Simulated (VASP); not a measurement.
An input for Ansatz (written as the equivalent of a VASP run, and not itself run):

Ansatz 0.2 input:
```yaml
crystal:
  lattice:
    - [0.0000000, 2.3645960, 2.3645960]
    - [2.3645960, 0.0000000, 2.3645960]
    - [2.3645960, 2.3645960, 0.0000000]
  atoms:
    - { symbol: Ca, position: [0.0000000, 0.0000000, 0.0000000] }
    - { symbol: O, position: [0.5000000, 0.5000000, 0.5000000] }
kpoints:
  mp_grid: { grid: [6, 6, 6] }
hamiltonian:
  xc: pbe
  pseudopotentials: { kind: paw }
scf:
  occupations: { method: fermi_dirac, width: 0.02 }
  max_iter: 100
output: { forces: true, stress: true, eigenvalues: true }
```

### Question
Translate this input to VASP (INCAR, KPOINTS, POSCAR, choice of POTCAR).

### Answer
This is not unique; one that fits is 
INCAR:
```
SYSTEM = CaO
PREC = Accurate
ENCUT = 400
EDIFF = 1E-6
NELM = 100
ALGO = Normal
LREAL = .FALSE.
LASPH = .TRUE.
ISMEAR = -1
SIGMA = 0.02
GGA = PE
LWAVE = .FALSE.
LCHARG = .FALSE.
ISIF = 2
```

File POSCAR:
```
CaO
4.7291920
  0.0000000000   0.5000000000   0.5000000000
  0.5000000000   0.0000000000   0.5000000000
  0.5000000000   0.5000000000   0.0000000000
Ca O
1 1
Cartesian
  0.0000000000   0.0000000000   0.0000000000
  0.5000000000   0.5000000000   0.5000000000
```

KPOINTS:
```
Automatic mesh
0
G
  6 6 6
```

POTCAR, in this order: Ca_sv O (PBE.64 set). Program: vasp_std.

The two are equivalent in intent, not identical: each code has its own PAW files, so the cut-off isn't converted (ENCUT is set for VASP's; basis.ecutwfc is left out, and Ansatz then takes the one that its files recommend); Ansatz stops its SCF on the density residual and VASP on the energy change (EDIFF).

The structure is a typed CaO crystal. The cell was not relaxed at this level.
